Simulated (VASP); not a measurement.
OSZICAR of a VASP run on Rb (bcc):

OSZICAR:
```
       N       E                     dE             d eps       ncg     rms          rms(c)
DAV:   1     0.493962076773E+02    0.49396E+02   -0.32778E+03   752   0.805E+02
DAV:   2     0.238085328477E+01   -0.47015E+02   -0.46814E+02   792   0.142E+02
DAV:   3    -0.720924851714E+00   -0.31018E+01   -0.30984E+01   960   0.416E+01
DAV:   4    -0.825617994973E+00   -0.10469E+00   -0.10450E+00  1280   0.642E+00
DAV:   5    -0.826629646678E+00   -0.10117E-02   -0.10086E-02  1048   0.482E-01    0.124E+00
DAV:   6    -0.830069711619E+00   -0.34401E-02   -0.20444E-03  1192   0.331E-01    0.736E-01
DAV:   7    -0.833238483367E+00   -0.31688E-02   -0.42858E-03   872   0.495E-01    0.442E-02
DAV:   8    -0.833516739326E+00   -0.27826E-03   -0.26971E-04  1168   0.144E-01    0.179E-02
DAV:   9    -0.833528790071E+00   -0.12051E-04   -0.14329E-05  1200   0.306E-02    0.459E-03
DAV:  10    -0.833528832974E+00   -0.42902E-07   -0.23439E-06  1200   0.102E-02    0.113E-03
DAV:  11    -0.833528871497E+00   -0.38523E-07   -0.55048E-08  1016   0.206E-03
   1 F= -.83352887E+00 E0= -.83352887E+00  d E =0.000000E+00
```

Task: Which electronic solver shows in the log?

Result: It is blocked Davidson (ALGO = Normal, or the opening steps of other solvers). The INCAR had ALGO = Normal.

Task: Can the final energy be trusted as converged?

Result: The run converged. It stopped with EDIFF = 1E-7, NELM = 100 (revPBE GGA, plane waves, VASP's PBE PAW potentials (set 64)).

The compound is Rb in the bcc structure. It was relaxed first, which changed the volume by +10 %.
